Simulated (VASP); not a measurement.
An input for Quantum ESPRESSO's pw.x (written as the equivalent of a VASP run, and not itself run):

```
&CONTROL
  calculation = 'vc-relax'
  pseudo_dir = './pseudo'
  outdir = './out'
  tprnfor = .true.
  tstress = .true.
  nstep = 40
  forc_conv_thr = 0.00078
/
&SYSTEM
  ibrav = 0
  nat = 3
  ntyp = 2
  ecutwfc = 66
  occupations = 'smearing'
  smearing = 'gaussian'
  degauss = 0.003675
  input_dft = 'pbe'
/
&ELECTRONS
  conv_thr = 7.3e-08
  electron_maxstep = 100
/
&IONS
/
&CELL
/
ATOMIC_SPECIES
  Zr 91.224 Zr.upf
  S 32.060 S.upf
CELL_PARAMETERS angstrom
     1.8431587   -3.1924445    0.0000000
     1.8431587    3.1924445    0.0000000
     0.0000000    0.0000000    6.3408382
ATOMIC_POSITIONS crystal
  Zr   0.0000000  1.0000000  0.0000000
  S    0.3333330  0.6666670  0.2283806
  S    0.6666670  0.3333330  0.7716194
K_POINTS automatic
  7 7 4 0 0 0
```

Task: Translate this input to VASP (INCAR, KPOINTS, POSCAR, choice of POTCAR).

Result: This is not unique; one that fits is 
**INCAR**
```
ALGO  =  Normal
EDIFF  =  1E-6
EDIFFG  =  -0.02
ENCUT  =  500
GGA  =  PE
IBRION  =  2
ISIF  =  3
ISMEAR  =  0
LASPH  =  T
LCHARG  =  F
LMAXMIX  =  4
LREAL  =  F
LWAVE  =  F
NELM  =  100
NSW  =  40
PREC  =  Accurate
SIGMA  =  0.05
SYSTEM  =  ZrS2
```

### KPOINTS
```
kpoints
0
G
  7 7 4
0 0 0
```

### POSCAR
```
ZrS2
1
    1.8431586760    -3.1924444960     0.0000000000
    1.8431586760     3.1924444960     0.0000000000
    0.0000000000     0.0000000000     6.3408382366
Zr S
1 2
Direct
  0.0000000000   1.0000000000   0.0000000000
  0.3333330000   0.6666670000   0.2283806159
  0.6666670000   0.3333330000   0.7716193841
```

POTCAR, in this order: Zr_sv S (PBE.64 set). Program: vasp_std.

Limits of the translation: the potentials are each code's own (VASP's PAW set, PseudoDojo norm-conserving files in pw.x), so ENCUT and ecutwfc are chosen apart and not converted; conv_thr bounds pw.x's estimated SCF error, while EDIFF bounds the energy change between steps; forc_conv_thr acts on force components and is met together with etot_conv_thr.

The compound is ZrS2 in the 1T layered structure. This run relaxes it. Symmetry was kept, so distortions that lower it aren't found.
